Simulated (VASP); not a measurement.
Crystal: Nb2SnSe.

```
Nb Sn Se
1.0
     4.42809    0.00000    0.00000
     0.00000    4.42809    0.00000
     0.00000    0.00000    4.37289
Nb Sn Se
2 1 1
Direct
  0.00000 0.50000 0.48866
  0.50000 0.00000 0.48866
  0.00000 0.00000 0.11604
  0.00000 0.00000 0.59538
```

The cell was built by a generator and needn't be a form met in nature.

```yaml
Program: VASP 6.6.1
Task: relaxation of cell and atoms
Functional: PBE
Potentials_or_basis: VASP PAW PBE potentials, release 64 (Nb_sv, Sn_d, Se)
Cutoff: 520 eV
k_mesh: 4 × 4 × 4
Occupations: gaussian, width 0.15 eV
Spin: no spin polarisation
```

At the start: pressure 52.0 GPa; volume 21.44 Å³/atom.

Q: How do energy, volume and symmetry change on relaxing?

A: Over 22 steps the energy falls by 2378.2 meV/atom and the volume is 25.83 Å³/atom (+20.5 %); space group P4mm (No. 99, to 0.05 Å).

Step by step:
```tsv
step	energy change (eV)	largest force (eV/Å)	pressure (GPa)	volume (Å³)
1	0.0000	10.6465	51.98	85.74
2	16.8245	11.9383	-2.14	200.11
3	0.4243	12.1410	-6.11	178.78
4	-1.5786	12.0766	-5.30	155.82
5	-3.9318	12.3272	3.60	117.63
6	2.0257	0.3509	-6.81	174.64
7	-5.5119	1.7335	-10.21	159.78
8	-5.8058	1.8168	-9.64	152.91
9	-6.1582	2.4802	-7.43	135.10
10	-7.1207	3.4696	3.73	112.49
11	-7.1236	3.4152	3.68	112.79
12	-8.1428	3.5834	4.37	108.41
13	-4.6240	14.6982	31.39	94.67
14	-8.5419	2.6325	5.81	106.20
15	-8.6148	2.9388	6.28	105.06
16	-9.1392	1.6635	-2.83	111.88
17	-9.1443	1.7312	-2.40	111.37
18	-9.3800	0.9780	-2.18	108.48
19	-9.4839	0.4121	-1.36	105.16
20	-9.5063	0.3605	0.84	102.72
21	-9.5070	0.4050	0.58	102.98
22	-9.5130	0.0268	0.21	103.32
```

Final structure:
```cif
data_structure
_symmetry_space_group_name_H-M 'P 1'
_symmetry_Int_Tables_number 1
_cell_length_a 3.9321
_cell_length_b 3.9321
_cell_length_c 6.6823
_cell_angle_alpha 90.000
_cell_angle_beta 90.000
_cell_angle_gamma 90.000
_cell_volume 103.32
loop_
_atom_site_label
_atom_site_type_symbol
_atom_site_fract_x
_atom_site_fract_y
_atom_site_fract_z
_atom_site_occupancy
Nb1 Nb 0.00000 0.50000 0.43180 1
Nb2 Nb 0.50000 0.00000 0.43180 1
Sn1 Sn 0.00000 0.00000 0.11758 1
Se1 Se 0.00000 0.00000 0.70757 1
```

Caveat: the volume moved by over 15 % at a fixed basis, so the end points are rough.
